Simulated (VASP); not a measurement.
Input:

```yaml
crystal:
  lattice:
    - [1.64164, -2.73405, 0.00000]
    - [1.64164, 2.73405, 0.00000]
    - [0.00000, 0.00000, 4.99157]
  atoms:
    - { symbol: Hf, position: [0.33333, 0.66667, 0.25000] }
    - { symbol: Hf, position: [0.66667, 0.33333, 0.75000] }
```

These are PBEsol GGA, VASP's PBE PAW potentials (set 64) (plane waves; VASP) values and carry that method's errors. Settings: 480 eV cut-off, 12×12×8 Γ-centred mesh, first-order Methfessel-Paxton smearing of 0.10 eV, potentials Hf_pv.

**Question.** Which forces act on the atoms, in eV/Å?

**Answer.** 
| atom | Fx | Fy | Fz |
|---|---|---|---|
| Hf1 | 0.000 | 0.104 | 0.000 |
| Hf2 | 0.000 | -0.104 | 0.000 |

**Question.** Give the stress tensor in GPa (positive for a compressed cell).

**Answer.** 
```
-6.85   0.00   0.00
 0.00  -2.80   0.00
 0.00   0.00  -2.93
```
The pressure is its mean diagonal, -4.19 GPa.

The compound is Hf in the hcp structure. This cell was strained or had an atom moved on purpose.
